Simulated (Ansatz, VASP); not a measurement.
# MgSnO2: VASP beside Ansatz

Contents of INCAR:

```
SYSTEM = MgSnO2
  PREC = Accurate
  ENCUT = 520
  EDIFF = 1E-6
  ISMEAR = 0
  SIGMA = 0.1
  LREAL = .False.
  LASPH = .True.
  NELM = 100
  ALGO = Normal
  ISIF = 2
  LWAVE = .False.
  LCHARG = .False.
  GGA = PE
  NBANDS = 38
```

Contents of KPOINTS:

```
regular mesh
0
Gamma
  6 6 1
  0 0 0
```

POSCAR

```
MgSnO2
1.0
    3.1841222963      0.0000000000      0.0000000000
   -1.5920611481      2.7575307974      0.0000000000
    0.0000000000      0.0000000000     11.8773312926
Mg Sn O
2 2 4
Direct
    0.0000000000      0.0000000000      1.0000000000
    0.0000000000      0.0000000000      0.5000000000
    1.0000000000      1.0000000000      0.2500000000
    1.0000000000      1.0000000000      0.7500000000
    0.3333333333      0.6666666667      0.4008486062
    0.3333333333      0.6666666667      0.9008486062
    0.6666666667      0.3333333333      0.0991513938
    0.6666666667      0.3333333333      0.5991513938
```

Input for Ansatz:

```yaml
crystal:
  lattice:
    - [3.1841222963, 0.0, 0.0]
    - [-1.5920611481, 2.7575307974, 0.0]
    - [0.0, 0.0, 11.8773312926]
  atoms:
    - { symbol: Mg, position: [0.0, 0.0, 1.0] }
    - { symbol: Mg, position: [0.0, 0.0, 0.5] }
    - { symbol: Sn, position: [1.0, 1.0, 0.25] }
    - { symbol: Sn, position: [1.0, 1.0, 0.75] }
    - { symbol: O, position: [0.3333333333, 0.6666666667, 0.4008486062] }
    - { symbol: O, position: [0.3333333333, 0.6666666667, 0.9008486062] }
    - { symbol: O, position: [0.6666666667, 0.3333333333, 0.0991513938] }
    - { symbol: O, position: [0.6666666667, 0.3333333333, 0.5991513938] }
basis:
  ecutwfc: 420
kpoints:
  mp_grid: { grid: [6, 6, 1] }
hamiltonian:
  xc: pbe
scf:
  occupations: { method: gaussian, width: 0.1 }
  lower_state_search: "off"
output:
  forces: true
  stress: true
  eigenvalues: true
```

Alike in both runs: task single point; functional PBE; k mesh 6 × 6 × 1; occupations gaussian, width 0.1 eV; no spin polarisation.

```csv
,VASP,Ansatz
version,VASP 6.6.1,Ansatz 0.2.0
potentials or method,"VASP PAW PBE potentials, release 64 (Mg, Sn_d, O)","scalar-relativistic, plane waves, PAW"
plane-wave cutoff (eV),520,420
valence electrons in the cell,56,72
```

```csv
,VASP,Ansatz,Ansatz less VASP
gap on the k mesh at the Fermi level (eV),0.41,0.42,+0.007
least direct gap on the mesh (eV),0.70,0.71,+0.004
pressure (GPa),-0.2,0.1,+0.31
rms of the force components (eV/Å),0.011,0.003,-0.0083
```

Atom by atom the forces differ by 0.013 eV/Å (rms over components). The two sets of potentials don't hold the same shells in valence.

Caveats: the k mesh is coarse (spacing up to 0.53 Å⁻¹), so the values aren't converged; spin-orbit coupling is left out, which moves the levels of the heavy elements; an odd mesh through Γ misses points on the zone boundary, where band edges often lie.
